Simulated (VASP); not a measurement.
Given:

```xyz
2
Lattice="0.0000 2.4338 2.4338 2.4338 0.0000 2.4338 2.4338 2.4338 0.0000" Properties=species:S:1:pos:R:3 pbc="T T T"
Be     2.4338     4.8676     2.4338
S      1.2169     1.2169     1.2169
```

Calculation: vdW-DF-cx, VASP's PBE PAW potentials (set 64) (plane waves; VASP). Run with 520 eV cut-off, Gaussian smearing of 0.050 eV, potentials Be S.

### Question
Give the energies of bands 2 to 7 at the high-symmetry points, in eV from the valence-band maximum.

### Answer

| band | Γ | X | U | L | W |
|---|---|---|---|---|---|
| 2 | 0.00 | -4.97 | -4.51 | -5.74 | -4.21 |
| 3 | 0.00 | -2.60 | -4.06 | -1.01 | -3.83 |
| 4 | 0.00 | -2.60 | -2.16 | -1.01 | -3.31 |
| 5 | 5.72 | 3.07 | 4.33 | 5.45 | 6.39 |
| 6 | 5.72 | 4.91 | 7.49 | 6.58 | 8.09 |
| 7 | 5.72 | 12.80 | 10.56 | 6.58 | 8.43 |

The gap is indirect, 3.07 eV, from the valence maximum at Γ to the conduction minimum at X.

The compound is BeS in the zinc blende structure. It was relaxed first.
